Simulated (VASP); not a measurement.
Crystal: Rb3Mg.

```
CELL_PARAMETERS angstrom
-3.22727 3.22727 6.18757
3.22727 -3.22727 6.18757
3.22727 3.22727 -6.18757
ATOMIC_POSITIONS crystal
Rb 0.25000 0.75000 0.50000
Rb 0.75000 0.25000 0.50000
Rb 0.50000 0.50000 0.00000
Mg 0.00000 0.00000 0.00000
```

The cell comes from a database or a generator and needn't be the stable form of this composition.

| Property | Result |
| --- | --- |
| Program | VASP 6.6.1 |
| Task | single point |
| Functional | PBE |
| Potentials or basis | VASP PAW PBE potentials, release 64 (Rb_sv, Mg) |
| Cutoff | 520 eV |
| k mesh | 6 × 6 × 6 |
| Occupations | fermi-dirac, width 0.05 eV |
| Spin | no spin polarisation |

On this cell: pressure 0.0 GPa; largest force under 0.003 eV/Å; band gap on the k mesh none (metal or under the smearing width).

The same run follows on a disturbed copy (atoms moved at random, drawn with an rms of 0.05 Å):

```xyz
4
Lattice="-3.2273 3.2273 6.1876 3.2273 -3.2273 6.1876 3.2273 3.2273 -6.1876" Properties=species:S:1:pos:R:3 pbc="T T T"
Rb    3.2423    0.0095    3.0551
Rb   -0.0085    3.2467    3.0952
Rb    0.0270    0.0030    6.1526
Mg    0.0099   -0.0071   -0.0222
```

Q: What changes?

A: The energy (extrapolated to zero smearing) moves by +0.2 meV/atom; pressure 0.0 GPa; largest force 0.025 eV/Å; band gap on the k mesh none (metal or under the smearing width).

Forces on the atoms (eV/Å):
```
Rb  -0.008  0.001  0.001
Rb   0.017 -0.010 -0.015
Rb  -0.009  0.003  0.013
Mg   0.000  0.006  0.001
```

Stress tensor (GPa, compression positive):
```
 0.04  0.00  0.01
 0.00  0.08  0.00
 0.01  0.00 -0.03
```
